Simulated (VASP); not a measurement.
Consider the following.

```yaml
crystal:
  lattice:
    - [3.46434, 0.00000, 0.00000]
    - [-1.73217, 3.00020, 0.00000]
    - [0.00000, 0.00000, 5.71032]
  atoms:
    - { symbol: Pb, position: [0.33333, 0.66667, 0.25000] }
    - { symbol: Pb, position: [0.66667, 0.33333, 0.75000] }
```

Level of theory: PBEsol GGA with spin-orbit coupling, VASP's PBE PAW potentials (set 64) (plane waves; VASP). Numerical set-up: 400 eV cut-off, 11×11×6 Γ-centred mesh, Gaussian smearing of 0.050 eV, potentials Pb_d.

Estimate the energy per atom (σ→0), band gap (over mesh and band path) with the smallest direct gap where there is one.

- band gap (over mesh and band path) = none (metal, semimetal or under 0.01 eV)
- energy per atom (σ→0) = -437.2 kJ/mol of atoms

Only differences to runs with the same potentials and settings are physical.

The structure comes from a measured Pb entry (P6_3/mmc) of the Crystallography Open Database, whose conditions weren't checked. It was relaxed first.
